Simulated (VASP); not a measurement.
The system is CsPbCl3.

```
CELL_PARAMETERS angstrom
5.61857 0.00000 0.00000
0.00000 5.61857 0.00000
0.00000 0.00000 5.61857
ATOMIC_POSITIONS crystal
Cs 0.00000 0.00000 0.00000
Pb 0.50000 0.50000 0.50000
Cl 0.50000 0.50000 0.00000
Cl 0.00000 0.50000 0.50000
Cl 0.50000 0.00000 0.50000
```

Base run:

| Item | Value |
| --- | --- |
| Program | VASP 6.6.1 |
| Functional | PBE0 |
| Potentials or basis | VASP PAW PBE potentials, release 64 (Cs_sv, Pb_d, Cl) |
| Cutoff | 520 eV |
| k mesh | 4 × 4 × 4 |
| Occupations | gaussian, width 0.03 eV |
| Spin | no spin polarisation |

Its results: band gap on the k mesh 3.31 eV, direct; pressure 1.1 GPa.

After a change of settings the same cell gave: band gap on the k mesh 1.97 eV, direct; pressure 1.6 GPa. Which change was it?
A. functional from PBE0 to HSE06
B. functional from PBE0 to PBE
C. functional from PBE0 to PBE-EpsX

B.

PBE0 gives the wider gap, since exact exchange removes part of the self-interaction.

Caveats: spin-orbit coupling is left out, which as a rule narrows the gap of such compounds by several tenths of an eV; the PAW data sets were made with another functional, which shifts forces and pressure a little (some runs).
